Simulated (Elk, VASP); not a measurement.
An input for Elk (PBE, all-electron FP-LAPW, Elk's shipped species files, APW+lo basis with extra local orbitals):

```
tasks
  0

xctype
  20

rgkmax
  8.0

gmaxvr
  16.0

nxlo
  2

lorbcnd
  .true.

lmaxi
  2

stype
  0

swidth
  0.00367493

avec
   -5.5085516533    5.5085516533    3.0046645382
    5.5085516533   -5.5085516533    3.0046645382
    5.5085516533    5.5085516533   -3.0046645382

atoms
  1   : nspecies
  'Sn.in'   : spfname
  2   : natoms; atposl, bfcmt below
  0.2558800000  0.7468560000  0.5021690000    0.0 0.0 0.0
  -0.0058800000  0.0031440000  -0.0021690000    0.0 0.0 0.0

ngridk
  8 8 8
```

**Question.** Translate it to VASP.

**Answer.** One set of files that does it:

KPOINTS:
```
Automatic
0
G
 8 8 8
0 0 0
```

POSCAR:
```
Sn
1.0
 -2.9150000000   2.9150000000   1.5900000000
  2.9150000000  -2.9150000000   1.5900000000
  2.9150000000   2.9150000000  -1.5900000000
Sn
2
direct
  0.2558800000   0.7468560000   0.5021690000
 -0.0058800000   0.0031440000  -0.0021690000
```

INCAR:
```
SYSTEM = Sn
PREC = Accurate
ENCUT = 300
EDIFF = 1E-6
NELM = 100
ALGO = Normal
LREAL = .FALSE.
LASPH = .TRUE.
ISMEAR = 0
SIGMA = 0.1
GGA = PE
LMAXMIX = 4
LWAVE = .FALSE.
LCHARG = .FALSE.
ISIF = 2
```

POTCAR, in this order: Sn_d (PBE.64 set). Program: vasp_std.

Both are inputs of real runs that ended normally. What can't carry over is the choice of potentials or basis and its cut-off, and each code's defaults.

VASP also gives the stress here, which the Elk input doesn't ask for.

The structure is a typed Sn crystal (I4_1/amd). The cell was not relaxed at this level, atoms are displaced from their ideal sites, and it may have been scaled.
